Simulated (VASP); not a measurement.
Data:

```
CELL_PARAMETERS angstrom
      0.00000     2.47843     2.47843
      2.47843     0.00000     2.47843
      2.47843     2.47843     0.00000
ATOMIC_POSITIONS crystal
  Li 0.00000 0.00000 0.00000
  Cl 0.50000 0.50000 0.50000
```

These are r2SCAN+rVV10, VASP's PBE PAW potentials (set 64) (plane waves; VASP) values and carry that method's errors. Numerical set-up: 520 eV cut-off, 9×9×9 Γ-centred mesh, Gaussian smearing of 0.050 eV, potentials Li_sv Cl.

Problem. Predict the energy per atom (σ→0), pressure.

Solution. 
- energy per atom (σ→0): -6.151 eV/atom
- pressure: 2.77 GPa

The compound is LiCl in the rock salt structure. This cell is one point of a volume scan, at 0.94 of the reference volume.
